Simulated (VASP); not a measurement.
Output of a VASP run:

**OUTCAR**
```
 ion  position               nearest neighbor table
   1  0.155  0.845  0.919-   4 2.48   2 2.69   2 2.69   3 2.73   3 2.73   4 2.79   4 2.79
   2  0.345  0.655  0.419-   3 2.48   1 2.69   1 2.69   4 2.73   4 2.73   3 2.79   3 2.79
   3  0.655  0.345  0.581-   2 2.48   4 2.69   4 2.69   1 2.73   1 2.73   2 2.79   2 2.79
   4  0.845  0.155  0.081-   1 2.48   3 2.69   3 2.69   2 2.73   2 2.73   1 2.79   1 2.79
  LATTYP: Found a base centered orthorhombic cell.
 ALAT       =     4.5200000000
 B/A-ratio  =     1.6946902655
 C/A-ratio  =     1.0022123894
 Subroutine PRICEL returns:
 Original cell was already a primitive cell.
 Subroutine GETGRP returns: Found  8 space group operations
The static configuration has the point symmetry C_2h.
 The point group associated with its full space group is D_2h.
The dynamic configuration has the point symmetry C_2h.
 Subroutine INISYM returns: Found  8 space group operations
 Subroutine IBZKPT returns following result:
 Found      6 irreducible k-points:

 Following reciprocal coordinates:
            Coordinates               Weight
  0.000000  0.000000  0.000000      1.000000
  0.500000  0.000000  0.000000      2.000000
  0.500000  0.500000  0.000000      1.000000
  0.000000  0.000000  0.500000      1.000000
  0.500000  0.000000  0.500000      2.000000
  0.500000  0.500000  0.500000      1.000000
   k-points           NKPTS =      6   k-points in BZ     NKDIM =      6   number of bands    NBANDS=     31
   number of dos      NEDOS =    301   number of ions     NIONS =      4
   total plane-waves  NPLWV =  21952
   dimension x,y,z NGX =    28 NGY =   28 NGZ =   28
   dimension x,y,z NGXF=    56 NGYF=   56 NGZF=   56
   ions per type =               4
   PREC   = accura    normal or accurate (medium, high low for compatibility)
   ISTART =      0    job   : 0-new  1-cont  2-samecut
   ICHARG =      2    charge: 1-file 2-atom 10-const
   ISPIN  =      1    spin polarized calculation?
   LNONCOLLINEAR =      F non collinear calculations
   LSORBIT =      F    spin-orbit coupling
   INIWAV =      1    electr: 0-lowe 1-rand  2-diag
   ENCUT  =  300.0 eV  22.05 Ry    4.70 a.u.   6.28  6.28  6.40*2*pi/ulx,y,z
   NELM   =    100;   NELMIN=  2; NELMDL= -5     # of ELM steps
   EDIFF  = 0.1E-05   stopping-criterion for ELM
   LREAL  =      F    real-space projection
   NLSPLINE    = F    spline interpolate recip. space projectors
   LMAXMIX     =    4 max onsite mixed and CHGCAR
   VOSKOWN=      0    Vosko Wilk Nusair interpolation
   EDIFFG = 0.1E-04   stopping-criterion for IOM
   NSW    =      0    number of steps for IOM
   NBLOCK =      1;   KBLOCK =      1    inner block; outer block
   IBRION =     -1    ionic relax: 0-MD 1-quasi-New 2-CG
   NFREE  =      0    steps in history (QN), initial steepest desc. (CG)
   ISIF   =      2    stress and relaxation
   ISYM   =      2    0-nonsym 1-usesym 2-fastsym
   TEIN   =    0.0    initial temperature
   TEBEG  =    0.0;   TEEND  =   0.0 temperature during run
   SMASS  =  -3.00    Nose mass-parameter (am)
   PSTRESS=    0.0 pullay stress
   NELECT =      52.0000    total number of electrons
   EFERMI =   0.00;   METHOD = LEGACY
   ISMEAR =     0;   SIGMA  =   0.27  broadening in eV -4-tet -1-fermi 0-gaus
   IALGO  =     38    algorithm
   LDIAG  =      T    sub-space diagonalisation (order eigenvalues)
   IMIX   =      4    mixing-type and parameters
     AMIX     =   0.40;   BMIX     =  1.00
     AMIX_MAG =   1.60;   BMIX_MAG =  1.00
     AMIN     =   0.10
   GGA     = PE    functional components
   VOSKOWN =     0    Vosko Wilk Nusair interpolation
   LHFCALC =     F    Hartree Fock is set to
   LHFONE  =     F    Hartree Fock one center treatment
   AEXX    =    0.0000 exact exchange contribution
   IVDW    =     0    specifies the selected vdW correction
   LEPSILON=     F    determine dielectric tensor
   LRPA    =     F    only Hartree local field effects (RPA)
  energy-cutoff  :      300.00
  volume of cell :       78.42
      direct lattice vectors                 reciprocal lattice vectors
     2.260000000 -3.830000000  0.000000000     0.221238938 -0.130548303  0.000000000
     2.260000000  3.830000000  0.000000000     0.221238938  0.130548303  0.000000000
...
```

OSZICAR:
```
       N       E                     dE             d eps       ncg     rms          rms(c)
DAV:   1     0.295748874866E+03    0.29575E+03   -0.19679E+04   380   0.232E+03
DAV:   2     0.223397093395E+02   -0.27341E+03   -0.26857E+03   379   0.456E+02
DAV:   3    -0.943686155693E+01   -0.31777E+02   -0.31314E+02   428   0.129E+02
DAV:   4    -0.101607051855E+02   -0.72384E+00   -0.72315E+00   414   0.237E+01
DAV:   5    -0.101766916578E+02   -0.15986E-01   -0.15983E-01   492   0.331E+00    0.261E+00
DAV:   6    -0.100870783841E+02    0.89613E-01   -0.19336E-01   435   0.581E+00    0.149E+00
DAV:   7    -0.100717281183E+02    0.15350E-01   -0.99309E-02   446   0.279E+00    0.365E-01
DAV:   8    -0.100715107458E+02    0.21737E-03   -0.20548E-02   407   0.151E+00    0.781E-02
DAV:   9    -0.100718386029E+02   -0.32786E-03   -0.15525E-03   442   0.376E-01    0.377E-02
DAV:  10    -0.100719467615E+02   -0.10816E-03   -0.35295E-04   407   0.199E-01    0.160E-02
DAV:  11    -0.100719400133E+02    0.67482E-05   -0.87153E-05   442   0.121E-01    0.264E-03
DAV:  12    -0.100719409137E+02   -0.90040E-06   -0.83181E-06   409   0.189E-02
   1 F= -.10071941E+02 E0= -.10025650E+02  d E =-.925824E-01
```

**OUTCAR**
```
------------------------ aborting loop because EDIFF is reached ----------------------------------------
  FORCE on cell =-STRESS in cart. coord.  units (eV):
  Direction    XX          YY          ZZ          XY          YZ          ZX
  --------------------------------------------------------------------------------------
  Total        6.2793652      0.8280798      1.6171065      0.0000000     -0.0000000      0.0000000
  in kB      128.2894406     16.9179359     33.0380034      0.0000000     -0.0000000      0.0000000
  external PRESSURE =      59.4151266 kB  Pullay stress =       0.0000000 kB
  volume of cell :       78.42
      direct lattice vectors                 reciprocal lattice vectors
     2.260000000 -3.830000000  0.000000000     0.221238938 -0.130548303  0.000000000
     2.260000000  3.830000000  0.000000000     0.221238938  0.130548303  0.000000000
     0.000000000  0.000000000  4.530000000     0.000000000  0.000000000  0.220750552
 POSITION                                       TOTAL-FORCE (eV/Angst)
 -----------------------------------------------------------------------------------
      2.26000      2.64347      4.16307         0.000000     -0.799162     -0.239733
      2.26000      1.18653      1.89807         0.000000      0.799162     -0.239733
      2.26000     -1.18653      2.63193         0.000000     -0.799162      0.239733
      2.26000     -2.64347      0.36693         0.000000      0.799162      0.239733
 -----------------------------------------------------------------------------------
    total drift:                                0.000000     -0.000000      0.000000
  FREE ENERGIE OF THE ION-ELECTRON SYSTEM (eV)
  ---------------------------------------------------
  free  energy   TOTEN  =       -10.0719409137 eV

  energy  without entropy=       -9.9793584993  energy(sigma->0) =      -10.02564971
```
(Selected blocks of OUTCAR.)

POSCAR:
```
Ga
1
    2.2600000000    -3.8300000000     0.0000000000
    2.2600000000     3.8300000000     0.0000000000
    0.0000000000     0.0000000000     4.5300000000
Ga
4
Direct
  0.1549000000   0.8451000000   0.9190000000
  0.3451000000   0.6549000000   0.4190000000
  0.6549000000   0.3451000000   0.5810000000
  0.8451000000   0.1549000000   0.0810000000
```

Q: Write an INCAR and KPOINTS that could have produced this output.

A: Several could match; the one computed here: the input of the run itself, PBE GGA, plane waves, VASP's PBE PAW potentials (set 64).

KPOINTS:
```
Automatic mesh
0
Gamma
2 2 2
0 0 0
```

INCAR:
```
# general
SYSTEM =Ga
PREC   =Accurate
ENCUT  =300   # plane-wave cut-off (eV)
LREAL  =.False.   # projection in real space or not
LASPH  =.True.   # aspherical one-centre terms

# electronic loop
EDIFF  =1E-6
NELM   =100
ALGO   =Normal
LMAXMIX=4   # l cut-off of mixed one-centre charges

# smearing
ISMEAR =0   # Gaussian
SIGMA  =0.272   # width (eV)

# functional
GGA    =PE

# ions
ISIF   =2   # forces and stress, cell fixed

# output
LWAVE  =.False.
LCHARG =.False.
```

POTCAR, in this order: Ga_d (PBE.64 set). Program: vasp_std.

At this cut-off the stress carries a Pulay error, which pulls relaxed volumes low.

The structure is a typed Ga crystal (Cmce). The cell was not relaxed at this level. The k-mesh is coarse (spacing up to 0.81 per Å, 2π included), so the numbers may not be converged in it. The run is one of a series of settings (KPOINTS 2×2×2 Γ-centred mesh against the base run), some of them coarse on purpose.
